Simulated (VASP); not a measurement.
# BeRu (P4/mmm) in VASP: further runs

One crystal, BeRu, is run at these levels: PBE, PBEsol, AM05+D4; tasks: relaxation of cell and atoms, relaxation of the atoms, molecular dynamics.

All numbers are computed with VASP 6.6.1; they aren't measurements. Logs are shortened: lines on timing, memory, paths and dates and some standing lists are left out, and cuts for length are marked.

### Step 1. Starting point

Symmetry: P4/mmm, No. 123, tetragonal system. Conventional cell: a = 2.288 Å, b = 2.288 Å, c = 3.783 Å, α = 90.00°, β = 90.00°, γ = 90.00°. Be (site symmetry 4/mmm) has 2 Ru at 1.89 Å as nearest neighbours. Ru (site symmetry 4/mmm) has 2 Be at 1.89 Å as nearest neighbours.

The cell was built by a generator and needn't be a form met in nature.

### Step 2. Relaxation of cell and atoms, PBE

Input file INCAR:

```
PREC     = Accurate       # precision mode
ENCUT    = 600            # plane-wave cutoff, eV
EDIFF    = 1E-6           # SCF threshold, eV
ISMEAR   = 1              # smearing method
SIGMA    = 0.2            # smearing width, eV
LREAL    = False          # projectors in reciprocal space
LASPH    = True           # aspherical terms in the spheres
NELM     = 60             # most SCF steps
ALGO     = Normal         # electronic algorithm
ISIF     = 3              # what is computed and relaxed
LWAVE    = False          # write WAVECAR
LCHARG   = False          # write CHGCAR
GGA      = PE             # functional
IBRION   = 2              # ionic algorithm
NSW      = 40             # ionic steps
EDIFFG   = -0.01          # ionic threshold
```

Input file KPOINTS:

```
regular mesh
0
Gamma
  11 11 7
```

Input file POSCAR:

```
BeRu
1.0
    2.2883455500      0.0000000000      0.0000000000
    0.0000000000      2.2883455500      0.0000000000
    0.0000000000      0.0000000000      3.7829166300
Be Ru
1 1
Direct
    0.5000000000      0.5000000000      0.0000000000
    0.5000000000      0.5000000000      0.5000000000
```

Potentials or basis: VASP PAW PBE potentials, release 64 (Be, Ru_pv).

On the command line:

```sh
$ cat potpaw_PBE.64/Be/POTCAR potpaw_PBE.64/Ru_pv/POTCAR > POTCAR
$ mpirun -np 1 vasp_std > vasp.out
```

OUTCAR:

```text
PREC = Accurate
   ENCUT = 600
   EDIFF = 1E-6
   ISMEAR = 1
   LREAL = False
   LASPH = True
   NELM = 60
   ISIF = 3
   GGA = PE
   IBRION = 2
   NSW = 40
   EDIFFG = -0.01

 ion  position               nearest neighbor table
   1  0.500  0.500  0.000-   2 1.89   2 1.89
   2  0.500  0.500  0.500-   1 1.89   1 1.89

  LATTYP: Found a simple tetragonal cell.
 ALAT       =     2.2883455500
 C/A-ratio  =     1.6531229866

  Lattice vectors:

 A1 = (   2.2883455500,   0.0000000000,   0.0000000000)
 A2 = (   0.0000000000,   2.2883455500,   0.0000000000)
 A3 = (   0.0000000000,   0.0000000000,   3.7829166300)

Analysis of symmetry for initial positions (statically):
=====================================================================
 Subroutine PRICEL returns:
 Original cell was already a primitive cell.

 Routine SETGRP: Setting up the symmetry group for a
 simple tetragonal supercell.

 Subroutine GETGRP returns: Found 16 space group operations
 (whereof 16 operations were pure point group operations)
 out of a pool of 16 trial point group operations.

The static configuration has the point symmetry D_4h.

Analysis of symmetry for dynamics (positions and initial velocities):
=====================================================================
 Subroutine PRICEL returns:
 Original cell was already a primitive cell.

 Routine SETGRP: Setting up the symmetry group for a
 simple tetragonal supercell.

 Subroutine GETGRP returns: Found 16 space group operations
 (whereof 16 operations were pure point group operations)
 out of a pool of 16 trial point group operations.

The dynamic configuration has the point symmetry D_4h.

 Subroutine INISYM returns: Found 16 space group operations
 (whereof 16 operations are pure point group operations),
 and found     1 'primitive' translations

----------------------------------------------------------------------------------------

                                     Primitive cell

  volume of cell :      19.8093

  direct lattice vectors                    reciprocal lattice vectors
     2.288345550  0.000000000  0.000000000     0.436996939  0.000000000  0.000000000
     0.000000000  2.288345550  0.000000000     0.000000000  0.436996939  0.000000000
     0.000000000  0.000000000  3.782916630     0.000000000  0.000000000  0.264346296

  length of vectors
     2.288345550  2.288345550  3.782916630     0.436996939  0.436996939  0.264346296

  position of ions in fractional coordinates (direct lattice)
     0.500000000  0.500000000  0.000000000
     0.500000000  0.500000000  0.500000000

  ion indices of the primitive-cell ions
   primitive index   ion index
                 1           1
                 2           2

----------------------------------------------------------------------------------------

 KPOINTS: regular mesh

Automatic generation of k-mesh.
 Grid dimensions read from file:
 generate k-points for:   11   11    7

 Generating k-lattice:

  Cartesian coordinates                     Fractional coordinates (reciprocal lattice)
     0.039726994  0.000000000  0.000000000     0.090909091  0.000000000  0.000000000
     0.000000000  0.039726994  0.000000000     0.000000000  0.090909091  0.000000000
     0.000000000  0.000000000  0.037763757     0.000000000  0.000000000  0.142857143

  Length of vectors
     0.039726994  0.039726994  0.037763757

  Shift w.r.t. Gamma in fractional coordinates (k-lattice)
     0.000000000  0.000000000  0.000000000

 Subroutine IBZKPT returns following result:
 ===========================================

 Found     84 irreducible k-points:

 Following reciprocal coordinates:
            Coordinates               Weight
  0.000000  0.000000  0.000000      1.000000
  0.090909  0.000000  0.000000      4.000000
  0.181818  0.000000  0.000000      4.000000
  0.272727  0.000000  0.000000      4.000000
  0.363636  0.000000  0.000000      4.000000
  0.454545  0.000000  0.000000      4.000000
[... 16 lines left out ...]
  0.090909  0.000000  0.142857      8.000000
  0.181818  0.000000  0.142857      8.000000
 [... further k-points ...]
   k-points           NKPTS =     84   k-points in BZ     NKDIM =     84   number of bands    NBANDS=     12
   number of dos      NEDOS =    301   number of ions     NIONS =      2
   total plane-waves  NPLWV =   9720
   dimension x,y,z NGX =    18 NGY =   18 NGZ =   30
   dimension x,y,z NGXF=    36 NGYF=   36 NGZF=   60
   ions per type =               1   1
   NGX,Y,Z   is equivalent  to a cutoff of  13.08, 13.08, 13.18 a.u.
   NGXF,Y,Z  is equivalent  to a cutoff of  26.15, 26.15, 26.37 a.u.
 SYSTEM =  unknown system
   PREC   = accura    normal or accurate (medium, high low for compatibility)
   ISTART =      0    job   : 0-new  1-cont  2-samecut
   ICHARG =      2    charge: 1-file 2-atom 10-const
   ISPIN  =      1    spin polarized calculation?
   LNONCOLLINEAR =      F non collinear calculations
   LSORBIT =      F    spin-orbit coupling
   LASPH  =      T    aspherical Exc in radial PAW
   ENCUT  =  600.0 eV  44.10 Ry    6.64 a.u.   4.57  4.57  7.56*2*pi/ulx,y,z
   NELM   =     60;   NELMIN=  2; NELMDL= -5     # of ELM steps
   EDIFF  = 0.1E-05   stopping-criterion for ELM
   LREAL  =      F    real-space projection
   EDIFFG = -.1E-01   stopping-criterion for IOM
   NSW    =     40    number of steps for IOM
   IBRION =      2    ionic relax: 0-MD 1-quasi-New 2-CG
   NFREE  =      1    steps in history (QN), initial steepest desc. (CG)
   ISIF   =      3    stress and relaxation
   ISYM   =      2    0-nonsym 1-usesym 2-fastsym
   POTIM  = 0.5000    time-step for ionic-motion
   TEBEG  =    0.0;   TEEND  =   0.0 temperature during run
   PSTRESS=    0.0 pullay stress
   NELECT =      16.0000    total number of electrons
   NUPDOWN=      -1.0000    fix difference up-down
   EMIN   =  10.00;   EMAX   =-10.00  energy-range for DOS
   EFERMI =   0.00;   METHOD = LEGACY
   ISMEAR =     1;   SIGMA  =   0.20  broadening in eV -4-tet -1-fermi 0-gaus
   EFERMI_NEDOS =   21; number of points for ismear=-14 and -15
   IALGO  =     38    algorithm
   IMIX   =      4    mixing-type and parameters
     AMIX     =   0.40;   BMIX     =  1.00
     AMIX_MAG =   1.60;   BMIX_MAG =  1.00
  volume/ion in A,a.u.               =       9.90        66.84
  Fermi-wavevector in a.u.,A,eV,Ry     =   1.524608  2.881091 31.625780  2.324429
  Thomas-Fermi vector in A             =   2.632892
   LORBIT       =      0    0 simple, 1 ext, 2 COOP (PROOUT), +10 PAW based schemes
   GGA     = PE    functional components
   LHFCALC =     F    Hartree Fock is set to
   AEXX    =    0.0000 exact exchange contribution
   IVDW    =     0    specifies the selected vdW correction
   LEPSILON=     F    determine dielectric tensor
   LRPA    =     F    only Hartree local field effects (RPA)
 conjugate gradient relaxation of ions
 non-spin polarized calculation
 Methfessel and Paxton  Order N= 1 SIGMA  =   0.20
  energy-cutoff  :      600.00
  volume of cell :       19.81
 maximum number of plane-waves:       687
   NGX =  9   NGY =  9   NGZ = 15

--------------------------------------- Ionic step        1  -------------------------------------------

 number of electron      16.0000005 magnetization

 Free energy of the ion-electron system (eV)
  ---------------------------------------------------
  ext. energy  EPLUGINS =         0.00000000
  ---------------------------------------------------
  free energy    TOTEN  =        -9.27922819 eV

  energy without entropy =       -9.27919295  energy(sigma->0) =       -9.27921644

 E-fermi :  11.9607     XC(G=0): -13.0453

 val. band max:       11.9461712922   @ k =   0.0909   0.0000   0.2857
 cond. band min:      11.9763053747   @ k =   0.0000   0.0000   0.4286
 fundamental gap:      0.0301340825
 Fermi energy:        11.9606554702

 k-point     1 :       0.0000    0.0000    0.0000
  band No.  band energies     occupation
      1     -31.6760      2.00000
      2     -30.2199      2.00000
      3     -30.2199      2.00000
      4       2.2929      2.00000
      5       5.0020      2.00000
      6       5.3989      2.00000
      7      11.4926      2.00459
      8      12.3660     -0.01466
      9      12.3660     -0.01466
     10      14.9052     -0.00000
     11      19.7663      0.00000
     12      22.8893      0.00000
[... 331 lines left out ...]
 k-point    24 :       0.1818    0.0000    0.1429
  band No.  band energies     occupation
      1     -31.5853      2.00000
      2     -30.9472      2.00000
      3     -30.1558      2.00000
      4       3.3044      2.00000
      5       5.5252      2.00000
      6       7.1860      2.00000
      7       8.6931      2.00000
      8      12.4778     -0.00157
      9      13.1719     -0.00000
     10      13.5370     -0.00000
     11      18.7483      0.00000
     12      22.8501      0.00000

 [... further k-points ...]
[... 5 lines left out ...]
  --------------------------------------------------------------------------------------
  -------------------------------------------------------------------------------------
  Total        9.7255531      9.7255531     16.3192869      0.0000000     -0.0000000      0.0000000
  in kB      786.6017569    786.6017569   1319.9022820      0.0000000     -0.0000000      0.0000000
  external PRESSURE =     964.3685986 kB  Pullay stress =       0.0000000 kB
[... 21 lines left out ...]
  energy  without entropy=       -9.2791929505  energy(sigma->0) =       -9.27921644

--------------------------------------- Ionic step        2  -------------------------------------------

 number of electron      15.9999991 magnetization

 E-fermi :   3.4660     XC(G=0):  -9.5767

 val. band max:        3.4577436817   @ k =   0.3636   0.1818   0.1429
 cond. band min:       3.4695228860   @ k =   0.2727   0.0909   0.0000
 fundamental gap:      0.0117792044
 Fermi energy:         3.4659603864

 k-point     1 :       0.0000    0.0000    0.0000
  band No.  band energies     occupation
      1     -38.7713      2.00000
      2     -38.6428      2.00000
      3     -38.6428      2.00000
      4      -2.4262      2.00000
      5       0.2467      2.00000
      6       0.5064      2.00000
      7       2.6860      2.00000
      8       3.6505     -0.03028
      9       3.6505     -0.03028
     10       4.4617     -0.00000
     11       5.4659     -0.00000
     12      11.6773      0.00000
[... 331 lines left out ...]
 k-point    24 :       0.1818    0.0000    0.1429
  band No.  band energies     occupation
      1     -38.7622      2.00000
      2     -38.7386      2.00000
      3     -38.6350      2.00000
      4      -1.7557      2.00000
      5       0.5179      2.00000
      6       1.2377      2.00000
      7       1.9300      2.00000
      8       3.6130      0.05691
      9       3.7054     -0.07067
     10       4.0165     -0.00070
     11       6.5407     -0.00000
     12       9.1906      0.00000

 [... further k-points ...]
[... 5 lines left out ...]
  --------------------------------------------------------------------------------------
  -------------------------------------------------------------------------------------
  Total       -6.6063129     -6.6063129     -7.3450768      0.0000000      0.0000000      0.0000000
  in kB     -251.5361745   -251.5361745   -279.6647007      0.0000000      0.0000000      0.0000000
  external PRESSURE =    -260.9123499 kB  Pullay stress =       0.0000000 kB
[... 237 lines left out ...]
  energy  without entropy=      -11.1814930821  energy(sigma->0) =      -11.18197593

--------------------------------------- Ionic step        9  -------------------------------------------

 number of electron      15.9999990 magnetization

 Free energy of the ion-electron system (eV)
  ---------------------------------------------------
  ext. energy  EPLUGINS =         0.00000000
  ---------------------------------------------------
  free energy    TOTEN  =       -11.18222571 eV

  energy without entropy =      -11.18152594  energy(sigma->0) =      -11.18199245

 E-fermi :   7.6855     XC(G=0): -11.4562

 val. band max:        7.6565724522   @ k =   0.2727   0.0909   0.0000
 cond. band min:       7.6923959705   @ k =   0.0909   0.0909   0.1429
 fundamental gap:      0.0358235184
 Fermi energy:         7.6855382122

 k-point     1 :       0.0000    0.0000    0.0000
  band No.  band energies     occupation
      1     -35.2000      2.00000
      2     -34.5863      2.00000
      3     -34.5863      2.00000
      4      -0.3205      2.00000
      5       2.5595      2.00000
      6       2.6234      2.00000
      7       6.2756      2.00000
      8       8.0572     -0.02458
      9       8.0572     -0.02458
     10       9.6637     -0.00000
     11      11.7157      0.00000
     12      18.6117      0.00000
[... 331 lines left out ...]
 k-point    24 :       0.1818    0.0000    0.1429
  band No.  band energies     occupation
      1     -35.1600      2.00000
      2     -34.9435      2.00000
      3     -34.5556      2.00000
      4       0.5608      2.00000
      5       2.8495      2.00000
      6       4.0408      2.00000
      7       5.0072      2.00000
      8       8.0147     -0.04192
      9       8.1621     -0.00385
     10       8.7632     -0.00000
     11      12.4998      0.00000
     12      15.5770      0.00000

 [... further k-points ...]
[... 5 lines left out ...]
  --------------------------------------------------------------------------------------
  -------------------------------------------------------------------------------------
  Total       -0.0176723     -0.0176723     -0.0192850      0.0000000      0.0000000      0.0000000
  in kB       -1.0345998     -1.0345998     -1.1290132      0.0000000      0.0000000      0.0000000
  external PRESSURE =      -1.0660709 kB  Pullay stress =       0.0000000 kB
[... 17 lines left out ...]
  FREE ENERGIE OF THE ION-ELECTRON SYSTEM (eV)
  ---------------------------------------------------
  free  energy   TOTEN  =       -11.1822257114 eV

  energy  without entropy=      -11.1815259380  energy(sigma->0) =      -11.18199245

 reached required accuracy - stopping structural energy minimisation
```

It took 84 s on 1 thread of Intel Xeon Platinum 8488C (Sapphire Rapids), shared host; peak memory 0.16 GiB.

What came out:

```
Free energy                            : -11.1822 eV
Relaxed volume                         : 13.68 Å³/atom
Relaxed cell                           : a = 2.473 Å, b = 2.473 Å, c = 4.475 Å, α = 90.00°, β = 90.00°, γ = 90.00°
Space group after relaxing (to 0.05 Å) : P4/mmm (No. 123)
Energy gained by relaxing              : 951.5 meV/atom
Ionic steps                            : 9
Pressure after relaxing                : -0.1 GPa
Band gap on the k mesh                 : none (metal or under the smearing width)
```

Step by step:
```csv
step,energy change (eV),largest force (eV/Å),pressure (GPa),volume (Å³)
1,0.0000,0.0000,96.44,19.81
2,-0.1150,0.0000,-26.09,42.08
3,-1.8737,0.0000,-4.82,28.28
4,-1.8817,0.0000,-2.50,27.81
5,-1.8829,0.0000,-1.25,27.57
6,-1.9024,0.0000,0.43,27.28
7,-1.9030,0.0000,0.16,27.33
8,-1.9030,0.0000,0.16,27.32
9,-1.9030,0.0000,-0.11,27.37
```

Final structure:
```
Be Ru
1.0
     2.47303    0.00000    0.00000
     0.00000    2.47303    0.00000
     0.00000    0.00000    4.47478
Be Ru
1 1
Direct
  0.50000 0.50000 0.00000
  0.50000 0.50000 0.50000
```

Levels at points of the mesh, in eV from the Fermi level:
```csv
k point,band 6,band 7,band 8,band 9,band 10,band 11
"(0.00, 0.00, 0.00)",-5.06,-1.41,0.37,0.37,1.98,4.03
```

Caveat: the volume moved by over 15 % at a fixed basis, so the end points are rough.

(Continued in part 2 of 2.)
